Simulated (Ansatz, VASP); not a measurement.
**CuF in VASP and in Ansatz**

INCAR

```
  PREC = Accurate
  ENCUT = 520
  EDIFF = 1E-6
  ISMEAR = -1
  SIGMA = 0.02
  LREAL = False
  LASPH = True
  NELM = 80
  ALGO = Normal
  ISIF = 2
  LWAVE = False
  LCHARG = False
  GGA = PE
  NBANDS = 26
```

The input KPOINTS:

```
Automatic mesh
0
Gamma
  6 6 4
```

File POSCAR:

```
CuF
1.0
    3.5086571495      0.0000000000      0.0000000000
   -1.7543285748      3.0385862246      0.0000000000
    0.0000000000      0.0000000000      5.0825198930
Cu F
2 2
Direct
    0.3333333333      0.6666666667      0.2500000000
    0.6666666667      0.3333333333      0.7500000000
    0.6666666667      0.3333333333      0.2500000000
    0.3333333333      0.6666666667      0.7500000000
```

Input for Ansatz:

```yaml
crystal:
  lattice:
    - [3.5086571495, 0.0, 0.0]
    - [-1.7543285748, 3.0385862246, 0.0]
    - [0.0, 0.0, 5.082519893]
  atoms:
    - { symbol: Cu, position: [0.3333333333, 0.6666666667, 0.25] }
    - { symbol: Cu, position: [0.6666666667, 0.3333333333, 0.75] }
    - { symbol: F, position: [0.6666666667, 0.3333333333, 0.25] }
    - { symbol: F, position: [0.3333333333, 0.6666666667, 0.75] }
kpoints:
  mp_grid: { grid: [6, 6, 4] }
hamiltonian:
  xc: pbe
scf:
  occupations: { method: fermi_dirac, width: 0.02 }
  n_extra_bands: 5
output:
  forces: true
  stress: true
  eigenvalues: true
```

The cell was built by a generator and needn't be a form met in nature.

Alike in both runs: task single point; functional PBE; k mesh 6 × 6 × 4; occupations fermi-dirac, width 0.02 eV; no spin polarisation.

|  | VASP | Ansatz |
| --- | --- | --- |
| version | VASP 6.6.1 | Ansatz 0.2.0 |
| potentials or method | VASP PAW PBE potentials, release 64 (Cu, F) | plane waves, PAW |
| plane-wave cutoff (eV) | 520 | 420 |
| valence electrons in the cell | 36 | 52 |

|  | VASP | Ansatz | Ansatz less VASP |
| --- | --- | --- | --- |
| pressure (GPa) | 4.8 | 4.4 | -0.34 |
| largest component of the traceless stress (GPa) | 0.97 | 0.58 | -0.388 |

With one functional, cell and mesh, what is left measures potentials, basis and numerics. The two sets of potentials don't hold the same shells in valence.

Caveats: the run has no spin polarisation, though such a crystal can be magnetic; semilocal functionals often make such compounds metallic where correlation or magnetic order opens a gap, which also shifts bond lengths.
